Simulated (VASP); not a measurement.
OSZICAR of a VASP run on Be (hcp):

**OSZICAR**
```
       N       E                     dE             d eps       ncg     rms          rms(c)
DAV:   1    -0.248752364205E+01   -0.24875E+01   -0.18974E+03  2934   0.550E+02
DAV:   2    -0.781301505217E+01   -0.53255E+01   -0.52006E+01  4452   0.702E+01
DAV:   3    -0.783721227801E+01   -0.24197E-01   -0.24172E-01  3648   0.443E+00
DAV:   4    -0.783722957465E+01   -0.17297E-04   -0.17297E-04  4308   0.114E-01
DAV:   5    -0.783722959143E+01   -0.16778E-07   -0.16175E-07  3582   0.154E-03    0.150E+00
DAV:   6    -0.780161031823E+01    0.35619E-01   -0.57945E-03  3036   0.127E+00    0.922E-01
DAV:   7    -0.778813084431E+01    0.13479E-01   -0.65817E-03  3102   0.122E+00    0.251E-02
DAV:   8    -0.778811997900E+01    0.10865E-04   -0.17080E-05  4464   0.446E-02    0.117E-02
DAV:   9    -0.778812086919E+01   -0.89020E-06   -0.74213E-07  3138   0.743E-03
   1 F= -.41007155E+01 E0= -.41007117E+01  d E =-.410072E+01
       N       E                     dE             d eps       ncg     rms          rms(c)
DAV:   1    -0.750330674998E+01    0.28481E+00   -0.22744E-01  3174   0.680E+00    0.219E-01
DAV:   2    -0.750255839289E+01    0.74836E-03   -0.29603E-04  4416   0.224E-01    0.136E-01
DAV:   3    -0.750216551762E+01    0.39288E-03   -0.18647E-04  3108   0.247E-01    0.498E-03
DAV:   4    -0.750216233748E+01    0.31801E-05   -0.59042E-07  3804   0.112E-02    0.191E-03
DAV:   5    -0.750216142350E+01    0.91398E-06   -0.14790E-07  2028   0.628E-03
   2 F= -.41332280E+01 E0= -.41332341E+01  d E =-.325125E-01
       N       E                     dE             d eps       ncg     rms          rms(c)
DAV:   1    -0.760045617659E+01   -0.98294E-01   -0.18606E-02  3222   0.190E+00    0.656E-02
DAV:   2    -0.760037629860E+01    0.79878E-04   -0.25875E-05  4398   0.645E-02    0.406E-02
DAV:   3    -0.760032488924E+01    0.51409E-04   -0.16821E-05  3108   0.740E-02    0.149E-03
DAV:   4    -0.760032482438E+01    0.64859E-07   -0.57696E-08  2658   0.360E-03
   3 F= -.41403963E+01 E0= -.41403993E+01  d E =-.396809E-01
       N       E                     dE             d eps       ncg     rms          rms(c)
DAV:   1    -0.760476655977E+01   -0.44417E-02   -0.42968E-05  3264   0.914E-02    0.313E-03
DAV:   2    -0.760476604075E+01    0.51902E-06   -0.58613E-08  3390   0.313E-03
   4 F= -.41403820E+01 E0= -.41403849E+01  d E =-.396666E-01
       N       E                     dE             d eps       ncg     rms          rms(c)
DAV:   1    -0.760510859225E+01   -0.34203E-03   -0.15713E-03  3618   0.279E-01    0.145E-02
DAV:   2    -0.760510675948E+01    0.18328E-05   -0.58494E-06  3366   0.235E-02    0.873E-03
DAV:   3    -0.760510534132E+01    0.14182E-05   -0.98780E-07  3438   0.602E-03    0.117E-04
DAV:   4    -0.760510534239E+01   -0.10638E-08   -0.76302E-09  1758   0.951E-04
   5 F= -.41405135E+01 E0= -.41405148E+01  d E =-.131443E-03
```

Which electronic solver shows in the log?

It is blocked Davidson (ALGO = Normal, or the opening steps of other solvers). The INCAR had ALGO = Normal.

Can the final energy be trusted as converged?

The calculation finished and met its thresholds. It stopped with EDIFF = 1E-6, NELM = 100, NSW = 40 and EDIFFG = -0.02 after 5 ionic steps (PBEsol GGA, plane waves, VASP's PBE PAW potentials (set 64)). Energy and stress use the plane-wave basis of the starting cell.

The compound is Be in the hcp structure. This run relaxes it under an external pressure of 45 GPa. Symmetry was kept, so distortions that lower it aren't found.
